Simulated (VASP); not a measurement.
# SnAu under strain, part 3 of 4

How does the pressure of SnAu answer to a change of volume? The bands are shown for each cell. All runs use r2SCAN. Left out of this account: 1 further run (self-consistent run: a reference on another mesh). The start is a cell from a database of measured crystal structures.

VASP 6.6.1; r2SCAN; plane waves and PAW (Sn_d, Au).

Still holding for the runs below: Spin-orbit coupling is off here; with elements this heavy it splits and shifts levels by tenths of an eV or more.

So far, pressure (GPa): step 2 (bands, cell as listed) 2.91; step 3 (cell volume +4.0 %) -0.812; step 4 (cell volume +8.0 %) -3.67.

### Step 5. Bands, sheared, principal strains -2.9, -0.1, +3.1 %

The cell is sheared at fixed volume, which lowers its symmetry.

INCAR reads:

```
SYSTEM = SnAu
PREC = Accurate
ENCUT = 400
EDIFF = 1E-06
NELM = 100
ISMEAR = -1
SIGMA = 0.05
LREAL = .FALSE.
ALGO = Normal
METAGGA = R2SCAN
LASPH = .TRUE.
NBANDS = 39
LORBIT = 11
LWAVE = .FALSE.
LCHARG = .FALSE.
KPAR = 4
```

POSCAR reads:

```
SnAu
1.0
    4.2678940000     -0.1059480000     -0.0368070000
   -2.2257010000      3.8271210000      0.0570140000
   -0.0470240000      0.0569590000      5.5536860000
Sn Au
2 2
Direct
    0.3333333333      0.6666666667      0.2500000000
    0.6666666667      0.3333333333      0.7500000000
    0.0000000000      0.0000000000      0.0000000000
    0.0000000000      0.0000000000      0.5000000000
```

KPOINTS reads:

```
Automatic mesh
0
Gamma
8 8 6
0 0 0
```

KPOINTS_OPT reads:

```
Line mode
16
Line-mode
Reciprocal
  0.00000000   0.50000000   0.00000000 X
  0.00000000   0.00000000   0.00000000 GAMMA

  0.00000000   0.00000000   0.00000000 GAMMA
  0.00000000   0.00000000   0.50000000 Y

  0.00000000   0.50000000   0.50000000 L
  0.00000000   0.00000000   0.00000000 GAMMA

  0.00000000   0.00000000   0.00000000 GAMMA
  0.50000000  -0.50000000  -0.50000000 Z

  0.50000000   0.00000000  -0.50000000 N
  0.00000000   0.00000000   0.00000000 GAMMA

  0.00000000   0.00000000   0.00000000 GAMMA
  0.50000000  -0.50000000   0.00000000 M

  0.50000000   0.00000000   0.00000000 R
  0.00000000   0.00000000   0.00000000 GAMMA
```

Potentials, in the order of the species: Sn_d and Au (PBE family, release 64).

The run is started by

```console
$ mpirun -np 4 vasp_std
```

Output:

```text
[... set-up lines as in an earlier step ...]
 entering main loop
       N       E                     dE             d eps       ncg     rms          rms(c)
DAV:   1     0.330043777977E+03    0.33004E+03   -0.20187E+04 17447   0.162E+03
DAV:   2    -0.100811676391E+03   -0.43086E+03   -0.40285E+03 15324   0.497E+02
DAV:   3    -0.161713370908E+03   -0.60902E+02   -0.59776E+02 17148   0.142E+02
DAV:   4    -0.164111606569E+03   -0.23982E+01   -0.23953E+01 17726   0.302E+01
DAV:   5    -0.164185469365E+03   -0.73863E-01   -0.73857E-01 20505   0.549E+00    0.122E+01
DAV:   6    -0.151269288189E+03    0.12916E+02   -0.95528E+00 17286   0.237E+01    0.979E+00
DAV:   7    -0.151166566647E+03    0.10272E+00   -0.42949E-01 18022   0.447E+00    0.555E+00
DAV:   8    -0.151177047873E+03   -0.10481E-01   -0.13588E-01 18475   0.225E+00    0.781E-01
DAV:   9    -0.151166386951E+03    0.10661E-01   -0.29459E-02 17357   0.133E+00    0.120E-01
DAV:  10    -0.151167109493E+03   -0.72254E-03   -0.31588E-03 17584   0.255E-01    0.819E-02
DAV:  11    -0.151167221958E+03   -0.11246E-03   -0.21078E-04 19311   0.107E-01    0.351E-02
DAV:  12    -0.151167212271E+03    0.96865E-05   -0.13460E-05 19357   0.222E-02    0.100E-02
DAV:  13    -0.151167208930E+03    0.33410E-05   -0.68026E-06 16032   0.177E-02    0.252E-03
DAV:  14    -0.151167208885E+03    0.44744E-07   -0.39805E-07 10255   0.390E-03
   1 F= -.15116721E+03 E0= -.15116300E+03  d E =-.842170E-02
 Start KPOINTS_OPT (optional k-point list driver)
k-point batch [1-112\112]
       N       E                     dE             ncg
DAV:   1     0.449200738213E+05   -0.30149E+05     9936
DAV:   2    -0.365765530014E+04   -0.48578E+05     8878
DAV:   3    -0.103258530416E+05   -0.66682E+04     9478
DAV:   4    -0.105919825768E+05   -0.26613E+03    10287
DAV:   5    -0.106004308153E+05   -0.84482E+01    11646
DAV:   6    -0.106006464488E+05   -0.21563E+00    11478
DAV:   7    -0.106006555826E+05   -0.91338E-02    12404
DAV:   8    -0.106006556550E+05   -0.72366E-04     9179
DAV:   9    -0.106006556568E+05   -0.17770E-05     6102
DAV:  10    -0.106006556574E+05   -0.57304E-06     6587
```

The job ended after 4.3 min (4 MPI ranks of Intel Xeon 6975P-C (Granite Rapids), shared host; peak memory 2.6 GiB).

From OUTCAR (step 5):

```text
   k-points           NKPTS =    196   k-points in BZ     NKDIM =    196   number of bands    NBANDS=     39

   ENCUT  =  400.0 eV  29.40 Ry    5.42 a.u.   6.96  7.22  9.06*2*pi/ulx,y,z

   NELECT =      50.0000    total number of electrons

 E-fermi :   8.6297

 k-point     1 :       0.0000    0.0000    0.0000
  band No.  band energies     occupation
    ...
     19       3.4810      2.00000
     20       3.5268      2.00000
     21       4.4821      2.00000
     22       4.4973      2.00000
     23       7.5181      2.00000
     24       9.3430      0.00000
     25       9.6307      0.00000
     26      11.5446      0.00000
     27      11.8489      0.00000
     28      12.0426      0.00000
    ...

  Total        2.2530597      1.1073413      1.6362408      1.2911170     -0.2665491      0.2700511
  in kB       40.3837995     19.8479636     29.3279481     23.1419565     -4.7776217      4.8403912
  external PRESSURE =      29.8532371 kB  Pullay stress =       0.0000000 kB

 POSITION                                       TOTAL-FORCE (eV/Angst)
 -----------------------------------------------------------------------------------
     -0.07293      2.53034      1.41416        -0.314583     -0.142699     -0.010824
      2.06809      1.24779      4.15973         0.314583      0.142699      0.010824
      0.00000      0.00000      0.00000        -0.000000      0.000000      0.000000
     -0.02351      0.02848      2.77684         0.000000      0.000000      0.000000
 -----------------------------------------------------------------------------------
    total drift:                                0.000000     -0.000000     -0.000000

  FREE ENERGIE OF THE ION-ELECTRON SYSTEM (eV)
  ---------------------------------------------------
  free  energy   TOTEN  =      -151.1672088854 eV

  energy  without entropy=     -151.1587871863  energy(sigma->0) =     -151.16299804

[... 15 further parts left out ...]
```

The path and its labels are those of the sheared lattice, so a letter need not mean the same point as in the unstrained cell.

Numbers from this step:

```yaml
irreducible_k_points: 196
symmetry_operations: 2
free_energy_toten: -151.1672 eV
energy_at_zero_smearing: -151.1630 eV
fermi_energy: 8.630 eV
pressure: 2.985 GPa
```

Electronic bands along the path, in eV, zero at the Fermi level; # counts the bands kept, so #1 is VASP's band 11:

```csv
point,#11,#12,#13,#14,#15,#16,#17,#18
X,-4.21,-4.13,-2.41,-2.05,-1.85,-1.10,0.64,4.02
0.47 of the way,-4.18,-4.14,-3.07,-1.35,-0.80,0.85,2.40,4.41
Γ,-4.15,-4.13,-1.11,0.71,1.00,2.91,3.22,3.41
0.53 of the way,-4.61,-4.59,-1.16,1.40,1.69,2.03,3.21,3.29
Y,-5.18,-5.17,0.13,0.15,2.38,2.46,2.79,2.85
jump to L,-4.82,-4.75,-4.22,-4.21,0.62,0.66,1.98,2.00
0.53 of the way,-4.59,-4.53,-2.30,-0.71,0.02,0.20,3.08,3.45
Γ,-4.15,-4.13,-1.11,0.71,1.00,2.91,3.22,3.41
0.53 of the way,-4.67,-4.60,-2.70,-0.77,-0.33,0.12,2.92,3.41
Z,-4.83,-4.76,-4.24,-4.21,0.69,0.73,2.05,2.09
jump to N,-4.78,-4.77,-4.11,-4.11,0.22,0.22,1.42,1.42
0.53 of the way,-4.55,-4.54,-2.06,-0.78,-0.25,0.49,2.85,3.17
Γ,-4.15,-4.13,-1.11,0.71,1.00,2.91,3.22,3.41
0.47 of the way,-4.18,-4.14,-2.67,-1.29,-0.49,1.18,2.78,4.42
M,-4.21,-4.13,-2.42,-2.06,-1.79,-1.10,0.62,4.08
jump to R,-4.21,-4.13,-2.37,-2.21,-1.87,-1.16,0.79,3.72
0.47 of the way,-4.19,-4.13,-3.00,-1.32,-1.13,0.69,2.90,4.21
Γ,-4.15,-4.13,-1.11,0.71,1.00,2.91,3.22,3.41
```

Of the projections kept (Sn, Au), the largest for each band there; the rest of the weight can lie on other orbitals:

```csv
point,#11,#12,#13,#14,#15,#16,#17,#18
X,Au 0.99,Au 1.00,Sn 0.61,Sn 0.74,Sn 0.69,Au 0.53,Au 0.83,Au 0.60
Γ,Au 1.00,Au 1.00,Au 0.88,Sn 0.66,Sn 0.66,Au 0.54,Sn 0.61,Sn 0.62
Y,Au 0.99,Au 0.99,Sn 0.75,Sn 0.75,Sn 0.60,Sn 0.61,Sn 0.62,Sn 0.62
L,Au 0.94,Au 0.94,Au 0.80,Au 0.79,Sn 0.56,Sn 0.56,Sn 0.55,Sn 0.56
Γ,Au 1.00,Au 1.00,Au 0.88,Sn 0.66,Sn 0.66,Au 0.54,Sn 0.61,Sn 0.62
Z,Au 0.94,Au 0.94,Au 0.80,Au 0.79,Sn 0.57,Sn 0.56,Sn 0.56,Sn 0.57
```

Force by atom:

```csv
atom,x (eV/Å),y (eV/Å),z (eV/Å),size
Sn1,-0.315,-0.143,-0.011,0.346
Sn2,0.315,0.143,0.011,0.346
Au3,0.000,0.000,0.000,0.000
Au4,0.000,0.000,0.000,0.000
```

 The pressure is 2.99 GPa, and the symmetry operations fall from 24 to 2.

### Step 6. Bands, volume times 0.96

The cell is compressed evenly, with fractional positions held.

INCAR is that of step 5.

POSCAR reads:

```
SnAu
1.0
    4.2645739189      0.0000000000      0.0000000000
   -2.1322869595      3.6932293502      0.0000000000
    0.0000000000      0.0000000000      5.4483557146
Sn Au
2 2
Direct
    0.3333333333      0.6666666667      0.2500000000
    0.6666666667      0.3333333333      0.7500000000
    0.0000000000      0.0000000000      0.0000000000
    0.0000000000      0.0000000000      0.5000000000
```

KPOINTS is that of step 5.

KPOINTS_OPT reads:

```
Line mode
16
Line-mode
Reciprocal
  0.00000000   0.00000000   0.00000000 GAMMA
  0.50000000   0.00000000   0.00000000 M

  0.50000000   0.00000000   0.00000000 M
  0.33333333   0.33333333   0.00000000 K

  0.33333333   0.33333333   0.00000000 K
  0.00000000   0.00000000   0.00000000 GAMMA

  0.00000000   0.00000000   0.00000000 GAMMA
  0.00000000   0.00000000   0.50000000 A

  0.00000000   0.00000000   0.50000000 A
  0.50000000   0.00000000   0.50000000 L

  0.50000000   0.00000000   0.50000000 L
  0.33333333   0.33333333   0.50000000 H

  0.33333333   0.33333333   0.50000000 H
  0.00000000   0.00000000   0.50000000 A

  0.50000000   0.00000000   0.50000000 L
  0.50000000   0.00000000   0.00000000 M

  0.33333333   0.33333333   0.00000000 K
  0.33333333   0.33333333   0.50000000 H
```

The run is started by

```console
$ mpirun -np 4 vasp_std
```

Output:

```text
[... set-up lines as in an earlier step ...]
 entering main loop
       N       E                     dE             d eps       ncg     rms          rms(c)
DAV:   1     0.332221980370E+03    0.33222E+03   -0.20216E+04  3546   0.163E+03
DAV:   2    -0.100408229989E+03   -0.43263E+03   -0.40470E+03  3127   0.500E+02
DAV:   3    -0.161604078457E+03   -0.61196E+02   -0.60031E+02  3444   0.143E+02
DAV:   4    -0.163980502914E+03   -0.23764E+01   -0.23734E+01  3648   0.301E+01
DAV:   5    -0.164053956336E+03   -0.73453E-01   -0.73448E-01  4180   0.543E+00    0.134E+01
DAV:   6    -0.151185672289E+03    0.12868E+02   -0.93275E+00  3541   0.237E+01    0.103E+01
DAV:   7    -0.151092765693E+03    0.92907E-01   -0.43012E-01  3610   0.451E+00    0.585E+00
DAV:   8    -0.151100499030E+03   -0.77333E-02   -0.11702E-01  3818   0.211E+00    0.755E-01
DAV:   9    -0.151090588396E+03    0.99106E-02   -0.27026E-02  3521   0.129E+00    0.124E-01
DAV:  10    -0.151091288273E+03   -0.69988E-03   -0.30203E-03  3583   0.250E-01    0.868E-02
DAV:  11    -0.151091379863E+03   -0.91590E-04   -0.21404E-04  3975   0.114E-01    0.368E-02
DAV:  12    -0.151091366345E+03    0.13518E-04   -0.14399E-05  4003   0.231E-02    0.983E-03
DAV:  13    -0.151091362864E+03    0.34807E-05   -0.56197E-06  3256   0.161E-02    0.152E-03
DAV:  14    -0.151091362877E+03   -0.12944E-07   -0.38300E-07  2064   0.345E-03
   1 F= -.15109136E+03 E0= -.15108643E+03  d E =-.985852E-02
 Start KPOINTS_OPT (optional k-point list driver)
k-point batch [1-40\144]
       N       E                     dE             ncg
DAV:   1     0.137746259845E+05   -0.26829E+05     3572
DAV:   2    -0.355191724033E+04   -0.17327E+05     3120
DAV:   3    -0.593758541412E+04   -0.23857E+04     3463
DAV:   4    -0.602969031580E+04   -0.92105E+02     3648
DAV:   5    -0.603262645219E+04   -0.29361E+01     4257
DAV:   6    -0.603270274635E+04   -0.76294E-01     4102
DAV:   7    -0.603270591181E+04   -0.31655E-02     4439
DAV:   8    -0.603270593965E+04   -0.27838E-04     3319
DAV:   9    -0.603270594076E+04   -0.11170E-05     2269
DAV:  10    -0.603270594097E+04   -0.21156E-06     2365
[...]
k-point batch [121-144\144]
       N       E                     dE             ncg
DAV:   1     0.249590119091E+05   -0.24766E+05     2109
DAV:   2     0.145061484906E+05   -0.10453E+05     1872
DAV:   3     0.130642639991E+05   -0.14419E+04     2126
DAV:   4     0.130091350110E+05   -0.55129E+02     2181
DAV:   5     0.130073565110E+05   -0.17785E+01     2617
DAV:   6     0.130073204210E+05   -0.36090E-01     2358
DAV:   7     0.130073187090E+05   -0.17120E-02     2810
DAV:   8     0.130073186980E+05   -0.10964E-04     1853
DAV:   9     0.130073186976E+05   -0.38304E-06     1349
```

Wall time 2 min (4 MPI ranks); peak memory 1 GiB.

From OUTCAR (step 6):

```text
   ENCUT  =  400.0 eV  29.40 Ry    5.42 a.u.   6.95  6.95  8.88*2*pi/ulx,y,z

   NELECT =      50.0000    total number of electrons

 E-fermi :   9.3310

 k-point     1 :       0.0000    0.0000    0.0000
  band No.  band energies     occupation
    ...
     19       3.9224      2.00000
     20       3.9224      2.00000
     21       4.9971      2.00000
     22       4.9971      2.00000
     23       8.2419      2.00000
     24      10.0244      0.00000
     25      10.0245      0.00000
     26      12.4092      0.00000
     27      12.8248      0.00000
     28      12.8248      0.00000
    ...

  Total        3.7725129      3.7725129      4.7079057     -0.0000000     -0.0000000     -0.0000000
  in kB       70.4358785     70.4358785     87.9004226     -0.0000000     -0.0000000     -0.0000000
  external PRESSURE =      76.2573932 kB  Pullay stress =       0.0000000 kB

 POSITION                                       TOTAL-FORCE (eV/Angst)
 -----------------------------------------------------------------------------------
     -0.00000      2.46215      1.36209        -0.000000      0.000000      0.000000
      2.13229      1.23108      4.08627         0.000000     -0.000000      0.000000
      0.00000      0.00000      0.00000         0.000000      0.000000      0.000000
      0.00000      0.00000      2.72418         0.000000      0.000000      0.000000
 -----------------------------------------------------------------------------------
    total drift:                               -0.000000      0.000000      0.000000

  FREE ENERGIE OF THE ION-ELECTRON SYSTEM (eV)
  ---------------------------------------------------
  free  energy   TOTEN  =      -151.0913628771 eV

  energy  without entropy=     -151.0815043553  energy(sigma->0) =     -151.08643362

[... 4 parts as in an earlier step ...]

[... 12 further parts left out ...]
```

Numbers from this step:

```yaml
irreducible_k_points: 40
symmetry_operations: 24
free_energy_toten: -151.0914 eV
energy_at_zero_smearing: -151.0864 eV
fermi_energy: 9.331 eV
pressure: 7.626 GPa
```

The electronic bands at the labelled points (eV, zero at the Fermi level; # counts the bands kept, so #1 is VASP's band 11):

```
          point    #12    #13    #14    #15    #16   #17   #18   #19
              Γ  -4.33  -1.09   0.69   0.69   3.08  3.49  3.49  3.53
0.53 of the way  -4.33  -3.29  -1.39  -1.15   0.81  2.53  4.31  4.61
              M  -4.32  -2.51  -2.33  -2.28  -1.07  0.75  3.85  5.11
0.53 of the way  -4.34  -3.89  -2.11  -1.67   0.26  0.60  2.46  2.57
              K  -4.37  -4.37  -1.65  -0.47  -0.47  1.11  1.11  1.61
0.47 of the way  -4.33  -3.95  -2.07  -1.42   2.11  2.52  2.65  3.10
              Γ  -4.33  -1.09   0.69   0.69   3.08  3.49  3.49  3.53
0.47 of the way  -4.75  -1.21   1.29   1.29   2.46  3.37  3.37  3.77
              A  -5.54   0.21   0.21   2.61   2.61  2.61  2.61  5.07
0.47 of the way  -5.47  -1.34  -1.34   1.38   1.38  1.47  1.47  4.38
              L  -5.08  -4.42  -4.42   0.38   0.38  1.82  1.82  5.10
0.47 of the way  -5.16  -4.13  -4.13  -1.33  -1.33  3.83  3.83  5.34
              H  -5.38  -3.64  -3.64  -2.70  -2.70  5.38  5.38  6.36
0.47 of the way  -5.36  -2.05  -2.05  -0.65  -0.65  3.04  3.04  5.13
              A  -5.54   0.21   0.21   2.61   2.61  2.61  2.61  5.07
      jump to L  -5.08  -4.42  -4.42   0.38   0.38  1.82  1.82  5.10
0.47 of the way  -4.65  -4.09  -3.59  -1.29   0.46  2.44  2.66  3.18
              M  -4.32  -2.51  -2.33  -2.28  -1.07  0.75  3.85  5.11
      jump to K  -4.37  -4.37  -1.65  -0.47  -0.47  1.11  1.11  1.61
0.53 of the way  -4.04  -4.04  -3.90  -1.88  -1.88  3.27  3.27  4.10
              H  -5.38  -3.64  -3.64  -2.70  -2.70  5.38  5.38  6.36
```

Of the projections kept (Sn, Au), the largest for each band there; the rest of the weight can lie on other orbitals:

```
point      #12      #13      #14      #15      #16      #17      #18      #19
    Γ  Au 1.00  Au 0.88  Sn 0.64  Sn 0.64  Sn 0.63  Sn 0.63  Sn 0.63  Au 0.63
    M  Au 1.00  Sn 0.58  Sn 0.69  Sn 0.76  Au 0.52  Au 0.81  Au 0.60  Sn 0.53
    K  Au 0.99  Au 0.99  Au 0.51  Sn 0.60  Sn 0.60  Sn 0.63  Sn 0.63  Au 0.91
    Γ  Au 1.00  Au 0.88  Sn 0.64  Sn 0.64  Sn 0.63  Sn 0.63  Sn 0.63  Au 0.63
    A  Au 0.99  Sn 0.76  Sn 0.76  Sn 0.60  Sn 0.60  Sn 0.60  Sn 0.60  Au 0.64
    L  Au 0.93  Au 0.78  Au 0.78  Sn 0.55  Sn 0.55  Sn 0.54  Sn 0.54  Sn 0.70
```

 The pressure is 7.63 GPa.

For the pressure, step 2 gave 2.91 GPa; this run, with cell volume -4.0 %, gives 7.63 GPa (+162 %).

[end of part 3 of 4]

[Lines on the potential files, build, host, timing and source positions are cut from VASP's logs without a mark.]

[Logs are printed without paths, hosts, clocks, repeated set-up lines and the standing remarks that a program may print on its own settings, such as how far it seeks lower states.]

[Hosts, paths, dates, database ids (printed as entryN), source tags and the programs' standing remarks are cut or masked in the printed files.]

[A measured line is paired with the nearest computed mode of its activity, which favours agreement.]
